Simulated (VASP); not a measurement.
Li (space group Im-3m): computed properties

The numbers are results of PBEsol GGA, VASP's PBE PAW potentials (set 64) (plane waves; VASP), not measurements.

```json
{
  "space_group": "Im-3m (229)",
  "cell": "a = b = c = 3.4260 Å, α = β = γ = 90.00°",
  "volume_per_atom": "20.11 Å^3/atom",
  "band gap (over mesh and band path)": "none (metal, semimetal or under 0.01 eV)",
  "density": "0.57 g/cm³"
}
```

Space group Im-3m (No. 229); a = 3.4260 Å, b = 3.4260 Å, c = 3.4260 Å, α = 90.00°, β = 90.00°, γ = 90.00°

```json
[
 {"atom": "Li", "site": "2a", "symmetry": "m-3m", "x": "0.0000", "y": "0.0000", "z": "0.0000"}
]
```
(The calculation used a cell of 1 atom; values per cell refer to that cell.)

The structure comes from a measured Li entry (Im-3m) of the Crystallography Open Database, whose conditions weren't checked. It was relaxed first, which changed the volume by -7 %. Symmetry was kept, so distortions that lower it aren't found.
